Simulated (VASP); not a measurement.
Method: PBE GGA, VASP's PBE PAW potentials (set 64) (plane waves; VASP).

VASP input:

**KPOINTS**
```
Automatic mesh
0
Gamma
7 7 7
0 0 0
```

INCAR:
```
# general
SYSTEM   =  CuGaSe2
PREC     =  Accurate
ENCUT    =  400
LREAL    =  .False.
LASPH    =  .True.

# electronic loop
EDIFF    =  1E-6
NELM     =  100
ALGO     =  Normal
LMAXMIX  =  4

# smearing
ISMEAR   =  1
SIGMA    =  0.1

# functional
GGA      =  PE

# ions
IBRION   =  2
NSW      =  60
ISIF     =  3
EDIFFG   =  -0.02

# output
LWAVE    =  .False.
LCHARG   =  .False.
```

File POSCAR:
```
CuGaSe2
1
   -2.8397134427     2.8397134427     5.6057274576
    2.8397134427    -2.8397134427     5.6057274576
    2.8397134427     2.8397134427    -5.6057274576
Ga Cu Se
2 2 4
Direct
  0.5000000000   0.5000000000   0.0000000000
  0.2500000000   0.7500000000   0.5000000000
  0.0000000000   0.0000000000   0.0000000000
  0.7500000000   0.2500000000   0.5000000000
  0.8750000000   0.8813153228   0.5063153228
  0.1186846772   0.6250000000   0.9936846772
  0.3750000000   0.3686846772   0.4936846772
  0.6313153228   0.1250000000   0.0063153228
```

POTCAR, in this order: Ga_d Cu Se (PBE.64 set). Program: vasp_std.

The run wrote:

### OUTCAR
```
 ion  position               nearest neighbor table
   1  0.500  0.500  0.000-   5 2.47   6 2.47   8 2.47   7 2.47
   2  0.250  0.750  0.500-   8 2.47   5 2.47   7 2.47   6 2.47
   3  0.000  0.000  0.000-   5 2.43   6 2.43   7 2.43   8 2.43
   4  0.750  0.250  0.500-   8 2.43   6 2.43   7 2.43   5 2.43
   5  0.875  0.881  0.506-   3 2.43   4 2.43   2 2.47   1 2.47
   6  0.119  0.625  0.994-   3 2.43   4 2.43   2 2.47   1 2.47
   7  0.375  0.369  0.494-   3 2.43   4 2.43   1 2.47   2 2.47
   8  0.631  0.125  0.006-   4 2.43   3 2.43   1 2.47   2 2.47
  LATTYP: Found a body centered tetragonal cell.
 ALAT       =     5.6794268854
 C/A-ratio  =     1.9740468786
 Subroutine PRICEL returns:
 Original cell was already a primitive cell.
 Subroutine GETGRP returns: Found  8 space group operations
The static configuration has the point symmetry S_4 .
 The point group associated with its full space group is D_2d.
The dynamic configuration has the point symmetry S_4 .
 Subroutine INISYM returns: Found  8 space group operations
 Subroutine IBZKPT returns following result:
 Found     40 irreducible k-points:

 Following reciprocal coordinates:
            Coordinates               Weight
  0.000000  0.000000  0.000000      1.000000
...
```

**OSZICAR**
```
       N       E                     dE             d eps       ncg     rms          rms(c)
DAV:   1     0.649355504800E+03    0.64936E+03   -0.27106E+04  3467   0.185E+03
DAV:   2     0.794158600418E+02   -0.56994E+03   -0.55555E+03  3560   0.500E+02
DAV:   3    -0.249143178099E+02   -0.10433E+03   -0.10209E+03  4424   0.194E+02
DAV:   4    -0.324339926570E+02   -0.75197E+01   -0.74108E+01  4712   0.510E+01
DAV:   5    -0.326976038274E+02   -0.26361E+00   -0.26265E+00  4848   0.102E+01    0.117E+01
DAV:   6    -0.329077310143E+02   -0.21013E+00   -0.33666E+01  4922   0.889E+01    0.897E+00
DAV:   7    -0.310196382724E+02    0.18881E+01   -0.78068E+00  4496   0.664E+01    0.365E+00
DAV:   8    -0.312343302678E+02   -0.21469E+00   -0.38773E+00  5232   0.227E+01    0.302E+00
DAV:   9    -0.311230875455E+02    0.11124E+00   -0.10112E+00  4930   0.167E+01    0.478E-01
DAV:  10    -0.311256968782E+02   -0.26093E-02   -0.62887E-02  4944   0.400E+00    0.222E-01
DAV:  11    -0.311267231056E+02   -0.10262E-02   -0.14933E-02  5272   0.184E+00    0.144E-01
DAV:  12    -0.311264682264E+02    0.25488E-03   -0.22154E-03  5016   0.837E-01    0.263E-02
DAV:  13    -0.311265010069E+02   -0.32781E-04   -0.24310E-04  4509   0.862E-02    0.158E-02
DAV:  14    -0.311265094296E+02   -0.84227E-05   -0.91269E-05  5016   0.161E-01    0.152E-02
DAV:  15    -0.311265055126E+02    0.39171E-05   -0.19724E-05  4082   0.761E-02    0.584E-03
DAV:  16    -0.311265054600E+02    0.52567E-07   -0.60435E-06  4272   0.332E-02
   1 F= -.31126505E+02 E0= -.31126672E+02  d E =-.311265E+02
       N       E                     dE             d eps       ncg     rms          rms(c)
DAV:   1    -0.311285180634E+02   -0.20126E-02   -0.41351E-02  4402   0.253E+00    0.329E-01
DAV:   2    -0.311277009955E+02    0.81707E-03   -0.18683E-02  3701   0.264E+00    0.185E-01
DAV:   3    -0.311269389035E+02    0.76209E-03   -0.52549E-03  4050   0.146E+00    0.938E-02
DAV:   4    -0.311267858568E+02    0.15305E-03   -0.50730E-04  4864   0.175E-01    0.284E-02
DAV:   5    -0.311267745503E+02    0.11307E-04   -0.78178E-05  4672   0.147E-01    0.109E-02
DAV:   6    -0.311267733727E+02    0.11776E-05   -0.20902E-05  4128   0.283E-02    0.311E-03
DAV:   7    -0.311267733290E+02    0.43712E-07   -0.96497E-07  2189   0.120E-02
   2 F= -.31126773E+02 E0= -.31126943E+02  d E =-.267869E-03
```

File OUTCAR:
```
------------------------ aborting loop because EDIFF is reached ----------------------------------------
  FORCE on cell =-STRESS in cart. coord.  units (eV):
  Direction    XX          YY          ZZ          XY          YZ          ZX
  --------------------------------------------------------------------------------------
  Total       -0.0712079     -0.0712079      0.0906983      0.0000000     -0.0000000      0.0000000
  in kB       -0.6301233     -0.6301233      0.8025949      0.0000000     -0.0000000      0.0000000
  external PRESSURE =      -0.1525505 kB  Pullay stress =       0.0000000 kB
  volume of cell :      181.06
      direct lattice vectors                 reciprocal lattice vectors
    -2.839665450  2.839665450  5.613310582     0.000000000  0.176077080  0.089073995
     2.839665450 -2.839665450  5.613310582     0.176077080  0.000000000  0.089073995
     2.839665450  2.839665450 -5.613310582     0.176077080  0.176077080  0.000000000
 POSITION                                       TOTAL-FORCE (eV/Angst)
 -----------------------------------------------------------------------------------
      0.00000      0.00000      5.61331        -0.000000      0.000000     -0.000000
      2.83967      0.00000      2.80666        -0.000000     -0.000000      0.000000
      0.00000      0.00000      0.00000        -0.000000     -0.000000      0.000000
      0.00000      2.83967      2.80666        -0.000000     -0.000000     -0.000000
      1.45462      1.41983      7.01664        -0.012453      0.000000      0.000000
      4.25950      1.38504     -1.40333        -0.000000      0.012453     -0.000000
      1.38504      1.41983      1.40333         0.012453     -0.000000     -0.000000
     -1.41983      1.45462      4.20998        -0.000000     -0.012453      0.000000
 -----------------------------------------------------------------------------------
    total drift:                               -0.000005     -0.000005     -0.000012
  FREE ENERGIE OF THE ION-ELECTRON SYSTEM (eV)
  ---------------------------------------------------
  free  energy   TOTEN  =       -31.1267733290 eV

  energy  without entropy=      -31.1272834489  energy(sigma->0) =      -31.12694337

 reached required accuracy - stopping structural energy minimisation
```
(Selected blocks of OUTCAR.)

File CONTCAR:
```
CuGaSe2
   1.00000000000000
    -2.8396654501905925    2.8396654501905925    5.6133105822751546
     2.8396654501905925   -2.8396654501905925    5.6133105822751546
     2.8396654501905925    2.8396654501905925   -5.6133105822751546
  Ga              Cu              Se
     2     2     4
Direct
     0.5000000000000000    0.5000000000000000    0.0000000000000000
     0.2500000000000000    0.7500000000000000    0.5000000000000000
     0.0000000000000000    0.0000000000000000    0.0000000000000000
     0.7500000000000000    0.2500000000000000    0.5000000000000000
     0.8750000000000000    0.8811256027308219    0.5061256027308219
     0.1188743972691781    0.6250000000000000    0.9938743972691781
     0.3750000000000000    0.3688743972691781    0.4938743972691781
     0.6311256027308219    0.1250000000000000    0.0061256027308219
```

The compound is CuGaSe2 in the chalcopyrite structure. This run relaxes it. Symmetry was kept, so distortions that lower it aren't found. The start is the result of an earlier pass.
